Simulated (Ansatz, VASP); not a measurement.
# Cross-check of BO between VASP and Ansatz, part 2 of 2

One calculation is typed for both programs; each brings its own data sets. How far apart do they land? The cell is taken from a series of runs on this material, whose earlier steps may have relaxed, scaled, displaced or heated it; both programs get it as it stands.

VASP 6.6.1 and Ansatz 0.2.0.

So far: The starting structure; VASP: single point, PBE; Ansatz: single point, PBE; Side by side.

## 5. Ansatz: single point, r2SCAN

Level of this step: Ansatz beside VASP: Kohn-Sham DFT, plane waves, r2SCAN (Ansatz).

A single point gives forces, pressure and levels at one fixed geometry, so differences don't come from the geometry; what else differs is listed under the comparison.

The cell is taken from a series of runs on this material, whose earlier steps may have relaxed, scaled, displaced or heated it; both programs get it as it stands.

input.yaml

```yaml
crystal:
  lattice:
    - [2.442226206, 0.0, 0.0]
    - [-1.221113103, 2.1150299362, 0.0]
    - [0.0, 0.0, 29.0]
  atoms:
    - { symbol: B, position: [0.3333333333, 0.6666666667, 0.5305535553] }
    - { symbol: B, position: [0.3333333333, 0.6666666667, 0.4694464447] }
    - { symbol: O, position: [0.6666666667, 0.3333333333, 0.5503965249] }
    - { symbol: O, position: [0.6666666667, 0.3333333333, 0.4496034751] }
  periodic: [true, true, false]
kpoints:
  mp_grid: { grid: [12, 12, 1] }
  band_path:
    path:
      - [0.0, 0.0, 0.0]
      - [0.5, 0.0, 0.0]
      - [0.3333333333, 0.3333333333, 0.0]
      - [0.1111111111, 0.1111111111, 0.0]
      - [0.35, 0.0, 0.0]
    npoints: 1
hamiltonian:
  xc: r2scan
  pseudopotentials: { kind: paw, azcp: { folder: soft_1 } }
scf:
  occupations: { method: fixed }
  n_extra_bands: 5
output:
  eigenvalues: true
  forces: true
  stress: true
```

On the command line:

```
$ ansatz run input.yaml --threads 4 --pin off --max-ram 17510MiB --backend cpu --events-out ev --progress --plain --runs-dir out
```

Numbers of over 12 decimals in the logs are rounded to 6 here.

The program printed:

```text
[...]
Crystal: 4 atoms, lattice volume = 149.796 Å³
Basis set: ecut = 500 eV, 3891 PW (Γ), exchange–correlation on 72×72×864 points (64 copies of the dense FFT grid, shifted against one another)
Bands: 14, of which v1, the nominal top of the filled ones, is band 9 counted from 1 (8 counted from 0)
Symmetry: 12 space group operations
[...]
k-point 1: bands = [... 5 lower, -10.9701, -10.7835, -10.5740, -7.1054, 0.1143 (0.0969°), 0.2043 (0.1699°), 0.9361, 1.0034, ... 1 higher]
  k-point 2: bands = [... 5 lower, -11.9022, -11.2774, -11.0213, -6.9643, 0.7107 (0.7040°), 0.7938 (0.7789°), 1.3370, 1.6230, ... 1 higher]
  k-point 18: bands = [... 5 lower, -15.9675, -11.6252, -10.3829, -8.6070, -1.3907, 3.3853, 5.8373, 6.4796, ... 1 higher]
  ° read free of the cell's end (the report's vacuum.weakly_bound_levels)
[key lines of the parts left out:]
SCF converged after 8 iterations
Free energy (F): -1452.501254 eV
Fermi energy:    -6.952517 eV
P = ½ c Tr σ = -2.6655 N/m
```

## 6. VASP: single point, r2SCAN

The same cell, functional and mesh now go to VASP, with its own data sets.

INCAR

```
SYSTEM = BO
PREC = Accurate
ENCUT = 580
EDIFF = 1E-06
NELM = 120
ISMEAR = 0
SIGMA = 0.01
LREAL = .FALSE.
ALGO = Normal
METAGGA = R2SCAN
LASPH = .TRUE.
NBANDS = 15
LORBIT = 11
LWAVE = .FALSE.
LCHARG = .FALSE.
ISIF = 2
LDIPOL = .TRUE.
IDIPOL = 3
DIPOL = 0.5 0.5 0.5
LVHAR = .TRUE.
GGA_COMPAT = .FALSE.
EFERMI = MIDGAP
NELMDL = -8
LMIXTAU = .TRUE.
```

POSCAR

```
BO
1.0
    2.4422262060      0.0000000000      0.0000000000
   -1.2211131030      2.1150299362      0.0000000000
    0.0000000000      0.0000000000     29.0000000000
B O
2 2
Direct
    0.3333333333      0.6666666667      0.5305535553
    0.3333333333      0.6666666667      0.4694464447
    0.6666666666      0.3333333334      0.5503965249
    0.6666666666      0.3333333334      0.4496034751
```

KPOINTS

```
Automatic mesh
0
Gamma
12 12 1
0 0 0
```

PAW data sets: B and O (PBE family, release 64).

On the command line:

```
$ mpirun -np 1 vasp_std
```

The program printed:

```text
[banner, memory and clock lines left out]
running    1 mpi-ranks, on    1 nodes
[...]
|                                                                             |
|               ----> ADVICE to this user running VASP <----                  |
|                                                                             |
|     You enforced a specific xc type in the INCAR file but a different       |
|     [... a line on the potential file left out ...]
|     I HOPE YOU KNOW WHAT YOU ARE DOING!                                     |
|                                                                             |

 LDA part: xc-table for (None), standard interpolation
 POSCAR, INCAR and KPOINTS ok, starting setup
[...]
entering main loop
       N       E                     dE             d eps       ncg     rms          rms(c)
DAV:   1     0.174830300292E+03    0.17483E+03   -0.78538E+03   570   0.101E+03
DAV:   2    -0.235195331563E+02   -0.19835E+03   -0.17752E+03   908   0.236E+02
DAV:   3    -0.405903703316E+02   -0.17071E+02   -0.16991E+02   745   0.932E+01
DAV:   4    -0.408559041496E+02   -0.26553E+00   -0.26489E+00   787   0.128E+01
[...]
DAV:  75    -0.340937836272E+02   -0.17318E-05   -0.15050E-07   495   0.484E-03    0.115E-04
DAV:  76    -0.340937850866E+02   -0.14594E-05   -0.45099E-07   418   0.839E-03    0.990E-05
DAV:  77    -0.340937853940E+02   -0.30743E-06   -0.45587E-08   460   0.277E-03
   1 F= -.34093785E+02 E0= -.34093785E+02  d E =0.000000E+00
```

Parts of OUTCAR (step 6):

```text
  Total       -0.5362909     -0.5362909     -0.6431927      0.0000000      0.0000000      0.0000000
  in kB       -5.7360192     -5.7360192     -6.8794117      0.0000000      0.0000000      0.0000000
  external PRESSURE =      -6.1171500 kB  Pullay stress =       0.0000000 kB

 POSITION                                       TOTAL-FORCE (eV/Angst)
 -----------------------------------------------------------------------------------
     -0.00000      1.41002     15.38605        -0.000000      0.000000      0.180862
     -0.00000      1.41002     13.61395        -0.000000      0.000000     -0.180862
      1.22111      0.70501     15.96150         0.000000     -0.000000     -0.291362
      1.22111      0.70501     13.03850         0.000000     -0.000000      0.291362
 -----------------------------------------------------------------------------------
    total drift:                                0.000001     -0.000000     -0.000000

  FREE ENERGIE OF THE ION-ELECTRON SYSTEM (eV)
  ---------------------------------------------------
  free  energy   TOTEN  =       -34.0937853940 eV

  energy  without entropy=      -34.0937853940  energy(sigma->0) =      -34.09378539

[... 3 further parts left out ...]
[key lines of the parts left out:]
E-fermi :  -2.1388
```

## 7. Comparison

What differs besides the data sets and the points named for the pairs above, as far as they apply: VASP keeps PBE cores, Ansatz makes them for the functional; fixed occupations in Ansatz, narrow Gaussian smearing in VASP; the cutoff is 500 eV in Ansatz and 580 eV in VASP. Total energies have different zeros and are not compared.

The two programs side by side:

```csv
quantity,Ansatz,VASP,difference
gap on the k mesh (eV),5.340,5.317,+0.022
```

Forces (eV/Å; atoms numbered as in POSCAR):

```csv
atom,"Ansatz x, y, z","VASP x, y, z"
B1,"0.000, 0.000, 0.194","0.000, 0.000, 0.181"
B2,"0.000, 0.000, -0.194","0.000, 0.000, -0.181"
O3,"0.000, 0.000, -0.310","0.000, 0.000, -0.291"
O4,"0.000, 0.000, 0.310","0.000, 0.000, 0.291"
```

The forces differ by 9.2 meV/Å r.m.s., which is 6.6 % of the r.m.s. force of 0.140 eV/Å (both taken over all components). A gap on the mesh is an upper bound, since the band edges may lie between its points. With vacuum in the cell, a pressure given here is an average over mostly empty space and none of the material.

## 8. Summary of results

| Property | Result |
| --- | --- |
| difference in gap on the k mesh (single point, PBE) | 0.026 eV |
| r.m.s. force difference (single point, r2SCAN) | 9.2 meV/Å |

What this shows: The r.m.s. force difference is 9.2 meV/Å (single point, r2SCAN), within the 12 meV/Å picked in this series as the mark of a large difference. How closely two codes agree says nothing of how well the functional describes the real material.

[Lines on the potential files, build, host, timing and source positions are cut from VASP's logs without a mark.]

[Logs are printed without paths, hosts, clocks, repeated set-up lines and the standing remarks that a program may print on its own settings, such as how far it seeks lower states.]

[Hosts, paths, dates, database ids (printed as entryN), source tags and the programs' standing remarks are cut or masked in the printed files.]
